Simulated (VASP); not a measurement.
A VASP calculation is set up with these files.

KPOINTS:
```
Regular mesh
0
Gamma
12 12 12
```

### POSCAR
```
NiAl
1
    2.8346394675    -0.0000000000     0.0000000000
    0.0000000000     2.8346394675    -0.0000000000
    0.0000000000     0.0000000000     2.8346394675
Al Ni
1 1
Direct
  0.5000000000   0.5000000000   0.5000000000
  0.0000000000   0.0000000000   0.0000000000
```

### INCAR
```
SYSTEM  =  NiAl
PREC  =  Accurate; ENCUT  =  400; LREAL  =  F
LASPH  =  T
EDIFF  =  1E-6; NELM  =  100; ALGO  =  Normal
LMAXMIX  =  4
ISMEAR  =  1; SIGMA  =  0.1
IBRION  =  2; NSW  =  60; ISIF  =  3
EDIFFG  =  -0.01
LWAVE  =  F; LCHARG  =  F
```

POTCAR, in this order: Al Ni (LDA.64 set). Program: vasp_std.

Task: Translate this LDA calculation to Quantum ESPRESSO's pw.x.

Result: One equivalent input (not run):
```
&CONTROL
  calculation = 'vc-relax'
  pseudo_dir = './pseudo'
  outdir = './out'
  tprnfor = .true.
  tstress = .true.
  nstep = 60
  forc_conv_thr = 0.00039
/
&SYSTEM
  ibrav = 0
  nat = 2
  ntyp = 2
  ecutwfc = 98
  occupations = 'smearing'
  smearing = 'methfessel-paxton'
  degauss = 0.00735
  input_dft = 'pz'
/
&ELECTRONS
  conv_thr = 7.3e-08
  electron_maxstep = 100
/
&IONS
/
&CELL
/
ATOMIC_SPECIES
  Al 26.982 Al.upf
  Ni 58.693 Ni.upf
CELL_PARAMETERS angstrom
     2.8346395   -0.0000000    0.0000000
     0.0000000    2.8346395   -0.0000000
     0.0000000    0.0000000    2.8346395
ATOMIC_POSITIONS crystal
  Al   0.5000000  0.5000000  0.5000000
  Ni   0.0000000  0.0000000  0.0000000
K_POINTS automatic
  12 12 12 0 0 0
```
What does not carry over: the potentials are each code's own (VASP's PAW set, PseudoDojo norm-conserving files in pw.x), so ENCUT and ecutwfc are chosen apart and not converted; conv_thr bounds pw.x's estimated SCF error, while EDIFF bounds the energy change between steps; forc_conv_thr acts on force components and is met together with etot_conv_thr.

The compound is NiAl in the CsCl type structure. This run relaxes it. Symmetry was kept, so distortions that lower it aren't found. The start is the result of an earlier pass.
